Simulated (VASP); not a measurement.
# PmO (P-6m2) in VASP: a series of runs

Aim: see how the results for PmO move with the level of theory and the settings. Levels: r2SCAN+U, PBE. Tasks: single point.

Everything below comes from runs of VASP 6.6.1. Logs are shortened: lines on timing, memory, paths and dates and some standing lists are left out, and cuts for length are marked.

## 1. The crystal as given

The structure is hexagonal, space group P-6m2 (No. 187). Conventional cell: a = 3.156 Å, b = 3.156 Å, c = 3.080 Å, α = 90.00°, β = 90.00°, γ = 120.00°. Pm (site symmetry -6m2) is surrounded by 6 O at 2.39 Å. Around O (site symmetry -6m2) lie 6 Pm at 2.39 Å.

The cell comes from a database or a generator and needn't be the stable form of this composition.

## 2. Single point, r2SCAN+U

Contents of INCAR:

```
SYSTEM = PmO
PREC = Accurate
ENCUT = 520
EDIFF = 1E-7
ISMEAR = 0
SIGMA = 0.05
LREAL = .False.
LASPH = .True.
NELM = 100
ALGO = Normal
ISIF = 2
LWAVE = .False.
LCHARG = .True.
LMAXMIX = 6
LDAU = .True.
LDAUTYPE = 2
LDAUL = 3 -1
LDAUU = 3 0
LDAUJ = 0 0
LDAUPRINT = 1
METAGGA = R2SCAN
LMIXTAU = .True.
LELF = .True.
LVHAR = .True.
NBANDS = 18
```

Contents of KPOINTS:

```
regular mesh
0
Gamma
  7 7 6
  0 0 0
```

Contents of POSCAR:

```
PmO
1.0
    3.1559110400      0.0000000000      0.0000000000
   -1.5779555200      2.7330991300      0.0000000000
    0.0000000000      0.0000000000      3.0800128100
Pm O
1 1
Direct
    0.0000000000      0.0000000000      0.0000000000
    0.6666666667      0.3333333333      0.5000000000
```

Potentials or basis: VASP PAW PBE potentials, release 64 (Pm, O).

On the command line:

```
$ cat potpaw_PBE.64/Pm/POTCAR potpaw_PBE.64/O/POTCAR > POTCAR
$ mpirun -np 1 vasp_std > vasp.out
```

OUTCAR:

```text
SYSTEM = PmO
   PREC = Accurate
   ENCUT = 520
   EDIFF = 1E-7
   ISMEAR = 0
   LREAL = .False.
   LASPH = .True.
   NELM = 100
   ISIF = 2
   METAGGA = R2SCAN

 ion  position               nearest neighbor table
   1  0.000  0.000  0.000-   2 2.39   2 2.39   2 2.39   2 2.39   2 2.39   2 2.39
   2  0.667  0.333  0.500-   1 2.39   1 2.39   1 2.39   1 2.39   1 2.39   1 2.39

  LATTYP: Found a hexagonal cell.
 ALAT       =     3.1559110400
 C/A-ratio  =     0.9759504533

  Lattice vectors:

 A1 = (   3.1559110400,   0.0000000000,   0.0000000000)
 A2 = (  -1.5779555200,   2.7330991300,   0.0000000000)
 A3 = (   0.0000000000,   0.0000000000,   3.0800128100)

Analysis of symmetry for initial positions (statically):
=====================================================================
 Subroutine PRICEL returns:
 Original cell was already a primitive cell.

 Routine SETGRP: Setting up the symmetry group for a
 hexagonal supercell.

 Subroutine GETGRP returns: Found 12 space group operations
 (whereof 12 operations were pure point group operations)
 out of a pool of 24 trial point group operations.

The static configuration has the point symmetry D_3h.

Analysis of symmetry for dynamics (positions and initial velocities):
=====================================================================
 Subroutine PRICEL returns:
 Original cell was already a primitive cell.

 Routine SETGRP: Setting up the symmetry group for a
[... 189 lines left out ...]
  o =  0.0187  v =  0.0000  0.0000  0.0000  0.0000  0.0000  0.0000  0.0000 -0.0000 -0.0000  0.0000 -0.0000  1.0000  0.0000  0.0000      0.0000  0.0000  0.0000  0.0000  0.0000  0.0000  0.0000  0.0000  0.0000  0.0000  0.0000  0.0000  0.0000  0.0000
  o =  0.0225  v =  0.0000  0.0000  0.0000  0.0000  0.0000  0.0000  0.0000  1.0000 -0.0000 -0.0000 -0.0000  0.0000 -0.0000  0.0000      0.0000  0.0000  0.0000  0.0000  0.0000  0.0000  0.0000  0.0000  0.0000  0.0000  0.0000  0.0000  0.0000  0.0000
  o =  0.0225  v =  1.0000 -0.0000 -0.0000 -0.0000  0.0000 -0.0000  0.0000  0.0000  0.0000  0.0000  0.0000  0.0000  0.0000  0.0000      0.0000  0.0000  0.0000  0.0000  0.0000  0.0000  0.0000  0.0000  0.0000  0.0000  0.0000  0.0000  0.0000  0.0000
  o =  0.0382  v =  0.0000  0.0000  0.0000  0.0000  0.0000  0.0000  0.0000  0.0000  0.7853  0.0000  0.0000  0.0000  0.6191  0.0000      0.0000  0.0000  0.0000  0.0000  0.0000  0.0000  0.0000  0.0000  0.0000  0.0000  0.0000  0.0000  0.0000  0.0000
  o =  0.0382  v =  0.0000  0.9651  0.0000 -0.0000  0.0000 -0.2619 -0.0000  0.0000  0.0000  0.0000  0.0000  0.0000  0.0000  0.0000      0.0000  0.0000  0.0000  0.0000  0.0000  0.0000  0.0000  0.0000  0.0000  0.0000  0.0000  0.0000  0.0000  0.0000
  o =  0.0382  v =  0.0000  0.0000  0.0000  0.0000  0.0000  0.0000  0.0000 -0.0000  0.6191  0.0000 -0.0000  0.0000 -0.7853 -0.0000      0.0000  0.0000  0.0000  0.0000  0.0000  0.0000  0.0000  0.0000  0.0000  0.0000  0.0000  0.0000  0.0000  0.0000
  o =  0.0382  v = -0.0000 -0.2619 -0.0000 -0.0000  0.0000 -0.9651  0.0000  0.0000  0.0000  0.0000  0.0000  0.0000  0.0000  0.0000      0.0000  0.0000  0.0000  0.0000  0.0000  0.0000  0.0000  0.0000  0.0000  0.0000  0.0000  0.0000  0.0000  0.0000
  o =  0.9665  v =  0.0000 -0.0000 -0.0000  0.0000  0.0000 -0.0000 -1.0000  0.0000  0.0000  0.0000  0.0000  0.0000  0.0000  0.0000      0.0000  0.0000  0.0000  0.0000  0.0000  0.0000  0.0000  0.0000  0.0000  0.0000  0.0000  0.0000  0.0000  0.0000
  o =  0.9665  v =  0.0000  0.0000  0.0000  0.0000  0.0000  0.0000  0.0000  0.0000  0.0000 -0.0000  0.0000  0.0000  0.0000 -1.0000      0.0000  0.0000  0.0000  0.0000  0.0000  0.0000  0.0000  0.0000  0.0000  0.0000  0.0000  0.0000  0.0000  0.0000
  o =  0.9712  v = -0.0000  0.0000  0.0000  1.0000  0.0000 -0.0000  0.0000  0.0000  0.0000  0.0000  0.0000  0.0000  0.0000  0.0000      0.0000  0.0000  0.0000  0.0000  0.0000  0.0000  0.0000  0.0000  0.0000  0.0000  0.0000  0.0000  0.0000  0.0000
  o =  0.9712  v =  0.0000  0.0000  0.0000  0.0000  0.0000  0.0000  0.0000 -0.0000  0.0000  0.0000  1.0000  0.0000 -0.0000  0.0000      0.0000  0.0000  0.0000  0.0000  0.0000  0.0000  0.0000  0.0000  0.0000  0.0000  0.0000  0.0000  0.0000  0.0000

 number of electron      20.9999997 magnetization

 Free energy of the ion-electron system (eV)
  ---------------------------------------------------
  ext. energy  EPLUGINS =         0.00000000
  ---------------------------------------------------
  free energy    TOTEN  =       -40.77876190 eV

  energy without entropy =      -40.77549010  energy(sigma->0) =      -40.77712600

 E-fermi :  11.1593     XC(G=0): -13.2476

 val. band max:       11.1158514236   @ k =   0.1429  -0.0000   0.3333
 cond. band min:      11.1679144393   @ k =   0.2857   0.2857   0.5000
 fundamental gap:      0.0520630157
 Fermi energy:        11.1592772261

 k-point     1 :       0.0000    0.0000    0.0000
  band No.  band energies     occupation
      1     -29.6879      2.00000
      2     -10.5051      2.00000
      3      -8.9258      2.00000
      4      -8.3027      2.00000
      5      -8.3026      2.00000
      6       5.1834      2.00000
[... 481 lines left out ...]
      5      -8.6221      2.00000
      6       3.3579      2.00000
[... 10 lines left out ...]
     17      15.7647      0.00000
     18      17.1262      0.00000

 [... further k-points ...]

------------------------ aborting loop because EDIFF is reached ----------------------------------------

  FORCE on cell =-STRESS in cart. coord.  units (eV):
  Direction    XX          YY          ZZ          XY          YZ          ZX
  --------------------------------------------------------------------------------------
  -------------------------------------------------------------------------------------
  Total        4.4665349      4.4665349      4.8365026      0.0000000     -0.0000000      0.0000000
  in kB      269.3696464    269.3696459    291.6818087      0.0000000     -0.0000000      0.0000000
  external PRESSURE =     276.8070337 kB  Pullay stress =       0.0000000 kB

 VOLUME and BASIS-vectors are now :
 -----------------------------------------------------------------------------
  energy-cutoff  :      520.00
  volume of cell :       26.57
      direct lattice vectors                 reciprocal lattice vectors
     3.155911040  0.000000000  0.000000000     0.316865712  0.182942505  0.000000000
    -1.577955520  2.733099130  0.000000000     0.000000000  0.365885009  0.000000000
     0.000000000  0.000000000  3.080012810     0.000000000  0.000000000  0.324673974

 POSITION                                       TOTAL-FORCE (eV/Angst)
 -----------------------------------------------------------------------------------
      0.00000      0.00000      0.00000         0.000000      0.000000      0.000000
      1.57796      0.91103      1.54001        -0.000000     -0.000000      0.000000
 -----------------------------------------------------------------------------------
    total drift:                               -0.000000      0.000000      0.000000

  FREE ENERGIE OF THE ION-ELECTRON SYSTEM (eV)
  ---------------------------------------------------
  free  energy   TOTEN  =       -40.7787619034 eV

  energy  without entropy=      -40.7754900987  energy(sigma->0) =      -40.77712600
```

stdout:

```text
POSCAR found type information on POSCAR PmO
 POSCAR found :  2 types and       2 ions
 scaLAPACK will be used
 -----------------------------------------------------------------------------
|                                                                             |
|                                                                             |
|     You enforced a specific xc type in the INCAR file but a different       |
|     I HOPE YOU KNOW WHAT YOU ARE DOING!                                     |
|                                                                             |
 -----------------------------------------------------------------------------

 LDA part: xc-table for (None), standard interpolation
 POSCAR, INCAR and KPOINTS ok, starting setup
 FFT: planning ... GRIDC
 FFT: planning ... GRID_SOFT
 FFT: planning ... GRID
 WAVECAR not read
 entering main loop
```

It took 37 s on 1 thread of Intel Xeon 6975P-C (Granite Rapids), shared host; peak memory 0.16 GiB.

Results:

* Free energy: -40.7788 eV
* Pressure: 27.7 GPa
* Band gap on the k mesh: none (metal or under the smearing width)

Levels at points of the mesh, in eV from the Fermi level:
```tsv
k point	band 8	band 9	band 10	band 11	band 12	band 13
(0.00, 0.00, 0.00)	-5.24	-2.31	-2.26	-2.20	0.19	0.19
(0.00, 0.00, 0.50)	-6.03	-3.20	-2.26	0.44	0.44	0.59
```

Eigenvalues of the final occupation matrices:
| site | spin | trace | eigenvalues |
| --- | --- | --- | --- |
| site 1 f | 1 | 2.07 | 0.02 0.02 0.02 0.04 0.04 0.97 0.97 |
| site 1 f | 2 | 2.07 | 0.02 0.02 0.02 0.04 0.04 0.97 0.97 |

Caveat: the PAW data sets were made with another functional, which shifts forces and pressure a little; an odd number of electrons without spin polarisation forces a metal; a magnetic or distorted state may lie lower; U without spin polarisation on a metal has little footing. Spin polarisation is off, so any magnetic state and its effect on volume and gap are missing.

## 3. Single point, PBE, collinear spin, ferromagnetic start

Contents of INCAR:

```
PREC = Accurate ; ENCUT = 520
EDIFF = 1E-6 ; ISMEAR = 0
SIGMA = 0.05 ; LREAL = False
LASPH = True ; NELM = 120
ALGO = Normal ; ISIF = 2
LWAVE = False ; LCHARG = True
ISPIN = 2 ; MAGMOM = 4 0
LORBIT = 11 ; LMAXMIX = 6
GGA = PE ; LELF = True
LVHAR = True
```

Contents of KPOINTS:

```
regular mesh
0
Gamma
  7 7 6
```

POSCAR is that of step 2.

Potentials or basis: VASP PAW PBE potentials, release 64 (Pm, O).

On the command line:

```
$ cat potpaw_PBE.64/Pm/POTCAR potpaw_PBE.64/O/POTCAR > POTCAR
$ mpirun -np 1 vasp_std > vasp.out
```

Run time: 19 s. Hardware: 1 thread of Intel Xeon 6975P-C (Granite Rapids), shared host; peak memory 0.17 GiB.

The run converged. Its results:

```
Free energy                                           : -17.4595 eV
Pressure                                              : 30.4 GPa
Band gap on the k mesh                                : none (metal or under the smearing width)
Net moment                                            : 4.91 μB per cell
Site moments                                          : Pm +4.54; O -0.07 μB
Valence electrons inside the program's atomic spheres : Pm 12.68; O 5.05
```

Stress tensor (GPa, compression positive):
```
32.54  0.00  0.00
 0.00 32.54  0.00
 0.00  0.00 25.99
```

Levels at points of the mesh, in eV from the Fermi level:
Spin up:
| k point | band 9 | band 10 | band 11 | band 12 | band 13 | band 14 | band 15 | band 16 |
| --- | --- | --- | --- | --- | --- | --- | --- | --- |
| (0.00, 0.00, 0.00) | -2.13 | -0.89 | -0.28 | -0.28 | -0.08 | 0.05 | 0.05 | 0.06 |
| (0.00, 0.00, 0.50) | -0.84 | -0.71 | -0.07 | 0.06 | 0.06 | 0.35 | 0.35 | 2.19 |
Spin down:
```tsv
k point	band 5	band 6	band 7	band 8	band 9	band 10	band 11	band 12
(0.00, 0.00, 0.00)	-16.56	-4.76	-4.76	-3.73	-0.72	1.22	2.70	2.70
(0.00, 0.00, 0.50)	-15.06	-6.48	-4.85	-4.85	1.71	2.68	3.19	3.19
```

Caveat: the magnetic or orbital state may not be the lowest; a pressure of tens of GPa on the cell as given is suspect, and the run, the potentials or the cell itself is likely at fault; spin-orbit coupling is left out, which moves the levels of the heavy elements; without U or exact exchange the open f shell lies at the Fermi level, which spoils levels, moments and volumes. The state reached can hang on the start; a lower one may exist.

## 4. Single point, PBE, collinear spin, zero start

Contents of INCAR:

```
SYSTEM = PmO
PREC = Accurate
ENCUT = 520
EDIFF = 1E-6
ISMEAR = 0
SIGMA = 0.05
LREAL = .False.
LASPH = .True.
NELM = 150
ALGO = Normal
ISIF = 2
LWAVE = .False.
LCHARG = .False.
ISPIN = 2
MAGMOM = 0 0
LORBIT = 11
LMAXMIX = 6
GGA = PE
NBANDS = 22
```

Contents of KPOINTS:

```
regular mesh
0
Gamma
  7 7 6
  0 0 0
```

POSCAR is that of step 3.

On the command line:

```
$ cat potpaw_PBE.64/Pm/POTCAR potpaw_PBE.64/O/POTCAR > POTCAR
$ mpirun -np 1 vasp_std > vasp.out
```

Wall time 69 s (1 thread of Intel Xeon 6975P-C (Granite Rapids), shared host); peak memory 0.18 GiB.

The run converged. Its results:

- Free energy: -14.7965 eV
- Pressure: 18.8 GPa
- Band gap on the k mesh: none (metal or under the smearing width)
- Net moment: -0.24 μB per cell
- Site moments: Pm -0.24; O -0.00 μB
- Valence electrons inside the program's atomic spheres: Pm 12.61; O 5.04

Stress tensor (GPa, compression positive):
```
20.18  0.00  0.00
 0.00 20.18  0.00
 0.00  0.00 15.92
```

Levels at points of the mesh, in eV from the Fermi level:
Spin up:
```tsv
k point	band 8	band 9	band 10	band 11	band 12	band 13
(0.00, 0.00, 0.00)	-4.00	-1.59	-0.18	-0.08	-0.08	0.14
(0.00, 0.00, 0.50)	-5.04	-0.30	0.08	0.24	0.24	0.42
```
Spin down:
| k point | band 8 | band 9 | band 10 | band 11 | band 12 | band 13 |
| --- | --- | --- | --- | --- | --- | --- |
| (0.00, 0.00, 0.00) | -3.98 | -1.60 | -1.30 | 0.07 | 0.07 | 0.12 |
| (0.00, 0.00, 0.50) | -5.02 | -1.09 | -0.20 | 0.39 | 0.39 | 0.40 |

Caveat: the magnetic or orbital state may not be the lowest; so large a pressure means that the cell lies far from this level's equilibrium, or that cutoff or potentials fall short; spin-orbit coupling is left out, which moves the levels of the heavy elements; without U or exact exchange the open f shell lies at the Fermi level, which spoils levels, moments and volumes.

## 5. The runs side by side

| level | spin | U | gap on the mesh (eV) | pressure (GPa) | moment (μB) |
| --- | --- | --- | --- | --- | --- |
| r2SCAN+U | off | Pm f U = 3 eV | none | 27.7 | - |
| PBE | collinear, ferromagnetic start | - | none | 30.4 | 4.91 |
| PBE | collinear, zero start | - | none | 18.8 | 0.24 |

Alike in all rows: task single point; potentials or basis VASP PAW PBE potentials, release 64 (Pm, O); cell as given; k mesh 7 × 7 × 6; cutoff (eV) 520; smearing gaussian 0.05 eV.

Every run on the cell as given and a fine mesh finds a metal. The pressure there spans 18.8 GPa (PBE) to 30.4 GPa (PBE); a positive pressure means that this level wants a larger cell, a negative one a smaller.

Caveats: the magnetic or orbital state may not be the lowest (some runs); spin-orbit coupling is left out, which moves the levels of the heavy elements (some runs); without U or exact exchange the open f shell lies at the Fermi level, which spoils levels, moments and volumes (some runs); the PAW data sets were made with another functional, which shifts forces and pressure a little (some runs); an odd number of electrons without spin polarisation forces a metal (some runs); a magnetic or distorted state may lie lower (some runs); U without spin polarisation on a metal has little footing (some runs).

Absolute energies hang on the potentials; compare differences alone.
